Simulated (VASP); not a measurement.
Method: RPBE GGA, VASP's PBE PAW potentials (set 64) (plane waves; VASP).

The input files of a VASP run:

**KPOINTS**
```
Automatic
0
G
16 16 9
```

File POSCAR:
```
Ti
9.3849350
  0.1578860844  -0.2734667264   0.0000000000
  0.1578860844   0.2734667264   0.0000000000
  0.0000000000   0.0000000000   0.4999999778
Ti
2
Direct
  0.3333330000   0.6666670000   0.2500000000
  0.6666670000   0.3333330000   0.7500000000
```

**INCAR**
```
! general
SYSTEM   =  Ti
PREC     =  Accurate
ENCUT    =  520   ! plane-wave cut-off (eV)
LREAL    =  F   ! projection in real space or not
LASPH    =  T   ! aspherical one-centre terms

! electronic loop
EDIFF    =  1E-7
NELM     =  100   ! most electronic steps
ALGO     =  Normal   ! blocked Davidson
LMAXMIX  =  4

! smearing
ISMEAR   =  -5   ! tetrahedra, Bloechl

! functional
GGA      =  RP

! ions
ISIF     =  2   ! forces and stress, cell fixed

! output
LWAVE    =  F
LCHARG   =  T
LORBIT   =  11
NEDOS    =  601   ! DOS grid
```

POTCAR, in this order: Ti_sv (PBE.64 set). Program: vasp_std.

Output

File OSZICAR:
```
       N       E                     dE             d eps       ncg     rms          rms(c)
DAV:   1     0.250665629782E+03    0.25067E+03   -0.13696E+04  4808   0.187E+03
DAV:   2     0.117378131569E+02   -0.23893E+03   -0.23779E+03  4944   0.496E+02
DAV:   3    -0.156959099939E+02   -0.27434E+02   -0.27331E+02  9440   0.137E+02
DAV:   4    -0.168769641302E+02   -0.11811E+01   -0.11809E+01  4984   0.297E+01
DAV:   5    -0.169456023825E+02   -0.68638E-01   -0.68636E-01  8016   0.491E+00    0.114E+01
DAV:   6    -0.148636760032E+02    0.20819E+01   -0.80852E+00  5680   0.330E+01    0.285E+00
DAV:   7    -0.148585154365E+02    0.51606E-02   -0.78999E-01  7240   0.774E+00    0.202E+00
DAV:   8    -0.148882220356E+02   -0.29707E-01   -0.22222E-01  5664   0.609E+00    0.689E-01
DAV:   9    -0.148785210230E+02    0.97010E-02   -0.57910E-02  5816   0.269E+00    0.598E-02
DAV:  10    -0.148786883244E+02   -0.16730E-03   -0.22279E-03  7648   0.394E-01    0.798E-02
DAV:  11    -0.148787574186E+02   -0.69094E-04   -0.18370E-04  5528   0.119E-01    0.228E-02
DAV:  12    -0.148787467939E+02    0.10625E-04   -0.37330E-05  7176   0.456E-02    0.797E-03
DAV:  13    -0.148787486984E+02   -0.19045E-05   -0.86578E-07  5728   0.105E-02    0.248E-03
DAV:  14    -0.148787496322E+02   -0.93375E-06   -0.29754E-07  5464   0.542E-03    0.280E-04
DAV:  15    -0.148787497670E+02   -0.13485E-06   -0.36864E-08  3152   0.181E-03    0.159E-04
DAV:  16    -0.148787497763E+02   -0.92923E-08   -0.10393E-08  3072   0.963E-04
   1 F= -.14878750E+02 E0= -.14878750E+02  d E =0.000000E+00
```

File OUTCAR:
```
------------------------ aborting loop because EDIFF is reached ----------------------------------------
  FORCE on cell =-STRESS in cart. coord.  units (eV):
  Direction    XX          YY          ZZ          XY          YZ          ZX
  --------------------------------------------------------------------------------------
  Total       -0.0007828     -0.0007828      0.0127239      0.0000000      0.0000000      0.0000000
  in kB       -0.0351397     -0.0351397      0.5711997      0.0000000      0.0000000      0.0000000
  external PRESSURE =       0.1669734 kB  Pullay stress =       0.0000000 kB
  volume of cell :       35.69
      direct lattice vectors                 reciprocal lattice vectors
     1.481750640 -2.566467452  0.000000000     0.337438694 -0.194820316  0.000000000
     1.481750640  2.566467452  0.000000000     0.337438694  0.194820316  0.000000000
     0.000000000  0.000000000  4.692467291     0.000000000  0.000000000  0.213107506
 POSITION                                       TOTAL-FORCE (eV/Angst)
 -----------------------------------------------------------------------------------
      1.48175      0.85549      1.17312         0.000000     -0.000000      0.000000
      1.48175     -0.85549      3.51935        -0.000000      0.000000      0.000000
 -----------------------------------------------------------------------------------
    total drift:                                0.000000      0.001067     -0.000021
  FREE ENERGIE OF THE ION-ELECTRON SYSTEM (eV)
  ---------------------------------------------------
  free  energy   TOTEN  =       -14.8787497763 eV

  energy  without entropy=      -14.8787497763  energy(sigma->0) =      -14.87874978

 total charge

# of ion       s       p       d       tot
------------------------------------------
    1        2.241   6.117   1.849  10.207
    2        2.241   6.117   1.849  10.207
--------------------------------------------------
tot          4.483  12.234   3.698  20.415
```
(Selected blocks of OUTCAR.)

For a metal the tetrahedron method with Blöchl corrections gives inexact stress and forces.

The compound is Ti in the hcp structure. It was relaxed first.
